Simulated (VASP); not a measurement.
TlMoS2:

```
CELL_PARAMETERS angstrom
1.93711 1.11839 7.03243
-1.93711 1.11839 7.03243
0.00000 -2.23678 7.03243
ATOMIC_POSITIONS crystal
Tl 0.50000 0.50000 0.50000
Mo 0.00000 0.00000 0.00000
S 0.26670 0.26670 0.26670
S 0.73330 0.73330 0.73330
```

The cell comes from a database or a generator and needn't be the stable form of this composition.

Program: VASP 6.6.1. Alike in all runs: task single point; cell as given; k mesh 6 × 6 × 6; cutoff (eV) 520; smearing gaussian 0.05 eV.

Question: Order these runs on this cell by their band gap on the k mesh, lowest first.
A. level PBEsol+U; potentials or basis VASP PAW PBE potentials, release 64 (Tl_d, Mo_sv, S); spin collinear, random start; U Mo d U = 8 eV; further INCAR settings ALGO = Fast; EDIFF = 1e-06
B. level LDA+U; potentials or basis VASP PAW LDA potentials, release 64 (Tl_d, Mo_sv, S); spin collinear, ferromagnetic start; U Mo d U = 2 eV; further INCAR settings ALGO = Normal; EDIFF = 1e-07
C. level PBEsol+U; potentials or basis VASP PAW PBE potentials, release 64 (Tl_d, Mo_sv, S); spin collinear, ferromagnetic start; U Mo d U = 2 eV; further INCAR settings ALGO = Normal; EDIFF = 1e-07

Answer: B (0.34 eV), C (0.61 eV), A (0.89 eV).

Caveats: spin-orbit coupling is left out, which as a rule narrows the gap of such compounds by several tenths of an eV; forces of over 1 eV/Å show positions far from the minimum, so gaps and moduli don't describe the material at rest (some runs).

A k mesh can miss the band edges.

Not every run made on this cell is shown here.
